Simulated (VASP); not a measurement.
Data:

```
OsGe2
1.0
    0.00000     3.08251     3.08251
    3.08251     0.00000     3.08251
    3.08251     3.08251     0.00000
Os Ge
1 2
Direct
  0.00000   0.00000   0.00000
  0.25000   0.25000   0.25000
  0.75000   0.75000   0.75000
```

Computed with PBE GGA, VASP's PBE PAW potentials (set 64) (plane waves; VASP 6.6.1). Numerical set-up: 400 eV cut-off, 8×8×8 Γ-centred mesh, first-order Methfessel-Paxton smearing of 0.10 eV, potentials Os Ge_d.

Unless said otherwise, spin-orbit coupling is left out, though it shifts the bands of the heavy elements here.

Q: Predict the energy per atom (σ→0), pressure, band gap (on the k-mesh) with the smallest direct gap where there is one.

A: 
```yaml
band gap (on the k-mesh): none (metal, semimetal or under 0.01 eV)
energy per atom (σ→0): -6.496 eV/atom
pressure: -10.91 GPa
```

Total energies compare only between runs with the same potentials, cut-off and functional.

The structure was generated: Ge2Os was put into the fluorite type (Fm-3m), which need not be its known phase. The cell was not relaxed at this level.
